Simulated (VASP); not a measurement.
An input for Quantum ESPRESSO's pw.x (written as the equivalent of a VASP run, and not itself run):

```
&CONTROL
  calculation = 'vc-relax'
  pseudo_dir = './pseudo'
  outdir = './out'
  tprnfor = .true.
  tstress = .true.
  nstep = 30
  forc_conv_thr = 0.00039
/
&SYSTEM
  ibrav = 0
  nat = 3
  ntyp = 2
  ecutwfc = 80
  occupations = 'smearing'
  smearing = 'methfessel-paxton'
  degauss = 0.00735
  input_dft = 'pz'
/
&ELECTRONS
  conv_thr = 7.3e-09
  electron_maxstep = 100
/
&IONS
/
&CELL
  cell_dofree = 'shape'
/
ATOMIC_SPECIES
  Si 28.085 Si.upf
  Mo 95.950 Mo.upf
CELL_PARAMETERS angstrom
    -1.6196591    1.6196591    3.9696728
     1.6196591   -1.6196591    3.9696728
     1.6196591    1.6196591   -3.9696728
ATOMIC_POSITIONS crystal
  Si   0.6647986  0.6647986  0.0000000
  Si   0.3352014  0.3352014  0.0000000
  Mo   0.0000000  0.0000000  0.0000000
K_POINTS automatic
  13 13 13 0 0 0
```

Q: Translate this input to VASP (INCAR, KPOINTS, POSCAR, choice of POTCAR).

A: This is not unique; one that fits is 
File KPOINTS:
```
Automatic mesh
0
Gamma
13 13 13
0 0 0
```

File POSCAR:
```
MoSi2
1.0
 -1.6196590912   1.6196590912   3.9696727940
  1.6196590912  -1.6196590912   3.9696727940
  1.6196590912   1.6196590912  -3.9696727940
Si Mo
2 1
Direct
  0.6647985734   0.6647985734   0.0000000000
  0.3352014266   0.3352014266   0.0000000000
  0.0000000000   0.0000000000   0.0000000000
```

**INCAR**
```
# general
SYSTEM  = MoSi2
PREC    = Accurate
ENCUT   = 520
LREAL   = .FALSE.   # projection in real space or not
LASPH   = .TRUE.   # aspherical one-centre terms

# electronic loop
EDIFF   = 1E-7   # SCF stop (eV)
NELM    = 100
ALGO    = Normal
LMAXMIX = 4   # l cut-off of mixed one-centre charges

# smearing
ISMEAR  = 1
SIGMA   = 0.1   # width (eV)

# ions
IBRION  = 2
NSW     = 30   # most ionic steps
ISIF    = 4
EDIFFG  = -0.01   # ionic stop

# output
LWAVE   = .FALSE.
LCHARG  = .FALSE.
```

POTCAR, in this order: Si Mo_sv (LDA.64 set). Program: vasp_std.

Limits of the translation: the potentials are each code's own (VASP's PAW set, PseudoDojo norm-conserving files in pw.x), so ENCUT and ecutwfc are chosen apart and not converted; conv_thr bounds pw.x's estimated SCF error, while EDIFF bounds the energy change between steps; forc_conv_thr acts on force components and is met together with etot_conv_thr.

The compound is MoSi2 in the MoSi2 type structure. This cell is one point of a volume scan, at 1.06 of the reference volume. Symmetry was kept, so distortions that lower it aren't found.
